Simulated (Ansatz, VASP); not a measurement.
# TiO2 (Rutile) in two plane-wave programs, part 2 of 2

Wanted: the spread between two codes on one cell, functional and k mesh. The cell is taken from a series of runs on this material, whose earlier steps may have relaxed, scaled, displaced or heated it; both programs get it as it stands.

VASP 6.6.1 and Ansatz 0.2.0.

So far: Set-up; Ansatz: relaxation of cell and atoms, LDA; VASP: relaxation of cell and atoms, LDA.

## Step 3: VASP: relaxation of cell and atoms, LDA (continued)

Level of this step: LDA, no spin polarisation; plane waves and PAW (Ti_sv, O) (VASP).

Numbers of over 12 decimals in the logs are rounded to 6 here.

From OUTCAR (step 3):

```text
ion  position               nearest neighbor table
   1  0.000  0.000  0.000-   4 1.93   6 1.93   4 1.93   6 1.93   5 1.96   3 1.96
   2  0.500  0.500  0.500-   3 1.93   5 1.93   3 1.93   5 1.93   4 1.96   6 1.96
   3  0.304  0.304  0.000-   2 1.93   2 1.93   1 1.96
   4  0.196  0.804  0.500-   1 1.93   1 1.93   2 1.96
   5  0.696  0.696  0.000-   2 1.93   2 1.93   1 1.96
   6  0.804  0.196  0.500-   1 1.93   1 1.93   2 1.96

  LATTYP: Found a simple tetragonal cell.
 ALAT       =     4.5481360000
 C/A-ratio  =     0.6413983663

 Subroutine GETGRP returns: Found 16 space group operations
 (whereof  8 operations were pure point group operations)

The static configuration has the point symmetry D_2h.
 The point group associated with its full space group is D_4h.

 Found     50 irreducible k-points:

   k-points           NKPTS =     50   k-points in BZ     NKDIM =     50   number of bands    NBANDS=     30

   dimension x,y,z NGX =    36 NGY =   36 NGZ =   24
   dimension x,y,z NGXF=    72 NGYF=   72 NGZF=   48

   ENCUT  =  600.0 eV  44.10 Ry    6.64 a.u.   9.08  9.08  5.83*2*pi/ulx,y,z

   NELECT =      48.0000    total number of electrons

 k-points in reciprocal lattice and weights: Automatic mesh
   0.00000000  0.00000000  0.00000000       0.003
   0.16666667  0.00000000  0.00000000       0.014
   0.33333333  0.00000000  0.00000000       0.014
   0.50000000  0.00000000  0.00000000       0.007
   0.16666667  0.16666667  0.00000000       0.014
   0.33333333  0.16666667  0.00000000       0.028
   0.50000000  0.16666667  0.00000000       0.014
   0.33333333  0.33333333  0.00000000       0.014
   0.50000000  0.33333333  0.00000000       0.014
[...]
0.50000000  0.33333333  0.50000000       0.014
   0.50000000  0.50000000  0.50000000       0.003

 average (electrostatic) potential at core
       1 -75.9145       2 -75.9145       3 -70.1948       4 -70.1948       5 -70.1948
       6 -70.1948

 E-fermi :   5.7911

 k-point     1 :       0.0000    0.0000    0.0000
  band No.  band energies     occupation
    ...
     20       2.8656      2.00000
     21       4.1842      2.00000
     22       4.4072      2.00000
     23       4.4072      2.00000
     24       4.8831      2.00000
     25       6.6992      0.00000
     26       6.9803      0.00000
     27       7.2841      0.00000
     28       7.3985      0.00000
     29       7.3985      0.00000
    ...

 k-point     2 :       0.1667    0.0000    0.0000
  band No.  band energies     occupation
    ...
     20       2.8738      2.00000
     21       3.8884      2.00000
     22       3.9929      2.00000
     23       4.1740      2.00000
     24       4.7778      2.00000
     25       6.8628      0.00000
     26       7.1871      0.00000
     27       7.5023      0.00000
     28       7.5190      0.00000
     29       7.5681      0.00000
    ...

 k-point     3 :       0.3333    0.0000    0.0000
  band No.  band energies     occupation
    ...
     20       2.7774      2.00000
     21       2.9527      2.00000
     22       3.5809      2.00000
     23       3.9447      2.00000
     24       4.4598      2.00000
     25       7.1769      0.00000
     26       7.4272      0.00000
     27       7.7887      0.00000
     28       7.8709      0.00000
     29       7.9811      0.00000
    ...

  Total       -0.0090415     -0.0090415      0.0055017      0.0000000      0.0000000      0.0000000
  in kB       -0.2392008     -0.2392008      0.1455524      0.0000000      0.0000000      0.0000000
  external PRESSURE =      -0.1109497 kB  Pullay stress =       0.0000000 kB

  energy-cutoff  :      600.00
  volume of cell :       60.56
      direct lattice vectors                 reciprocal lattice vectors
     4.552769162 -0.000000000  0.000000000     0.219646541  0.000000000  0.000000000
    -0.000000000  4.552769162  0.000000000     0.000000000  0.219646541  0.000000000
     0.000000000  0.000000000  2.921709869     0.000000000  0.000000000  0.342265333

 POSITION                                       TOTAL-FORCE (eV/Angst)
 -----------------------------------------------------------------------------------
      0.00000     -0.00000      0.00000         0.000000      0.000000      0.000000
      2.27638      2.27638      1.46086         0.000000      0.000000      0.000000
      1.38341      1.38341      0.00000        -0.001260     -0.001260      0.000000
      0.89297      3.65980      1.46086         0.001260     -0.001260      0.000000
      3.16935      3.16935      0.00000         0.001260      0.001260      0.000000
      3.65980      0.89297      1.46086        -0.001260      0.001260      0.000000
 -----------------------------------------------------------------------------------
    total drift:                                0.000000      0.000000     -0.001909

  FREE ENERGIE OF THE ION-ELECTRON SYSTEM (eV)
  ---------------------------------------------------
  free  energy   TOTEN  =       -58.7876639838 eV

  energy  without entropy=      -58.7876639838  energy(sigma->0) =      -58.78766398

 reached required accuracy - stopping structural energy minimisation

 total charge
# of ion       s       p       d       tot
------------------------------------------
    1        2.234   6.329   1.780  10.344
    2        2.234   6.329   1.780  10.344
    3        1.559   3.495   0.000   5.055
    4        1.559   3.495   0.000   5.055
    5        1.559   3.495   0.000   5.055
    6        1.559   3.495   0.000   5.055
--------------------------------------------------
tot         10.706  26.640   3.561  40.907

[... 3 further parts left out ...]
```

CONTCAR:

```
TiO2
   1.00000000000000
     4.5527691620443287   -0.0000000000000000    0.0000000000000000
    -0.0000000000000000    4.5527691620443287    0.0000000000000000
     0.0000000000000000    0.0000000000000000    2.9217098689481911
  Ti              O
     2     4
Direct
     0.0000000000000000    0.0000000000000000    0.0000000000000000
     0.5000000000000000    0.5000000000000000    0.5000001714000035
     0.3038622380382078    0.3038622380382078    0.0000000000000000
     0.1961377619617922    0.8038622380382078    0.5000001714000035
     0.6961377619617922    0.6961377619617922    0.0000000000000000
     0.8038622380382078    0.1961377619617922    0.5000001714000035
```

## Step 4: Differences

Known differences besides the potentials themselves: the two LDA forms differ slightly; fixed occupations in Ansatz, narrow Gaussian smearing in VASP; the cutoff is 420 eV in Ansatz and 600 eV in VASP; VASP's log shows a relativistic correction to its local exchange, Ansatz's none; Ansatz adds a Pulay correction to the stress that steers its cell, VASP none. Total energies have different zeros and are not compared.

Compared:

```
                                         quantity  Ansatz   VASP  difference
                                      volume (Å³)   60.34  60.56     -0.36 %
edge a after relaxation, in the typed setting (Å)   4.548  4.553     -0.10 %
edge c after relaxation, in the typed setting (Å)   2.917  2.922     -0.15 %
```

## Step 5: Summary of results

| Property | Result |
| --- | --- |
| difference in volume (relaxation of cell and atoms, LDA) | -0.36 % |

**Reading.** The difference in volume is -0.36 % (relaxation of cell and atoms, LDA), within the 1.2 % picked in this series as the mark of a large difference, as far as the stopping tolerances let one tell. Such differences can come from data sets, numerical settings and the points named under the comparisons, not from the functional's error against experiment.

[Lines on the potential files, build, host, timing and source positions are cut from VASP's logs without a mark.]

[Logs are printed without paths, hosts, clocks, repeated set-up lines and the standing remarks that a program may print on its own settings, such as how far it seeks lower states.]

[Hosts, paths, dates, database ids (printed as entryN), source tags and the programs' standing remarks are cut or masked in the printed files.]
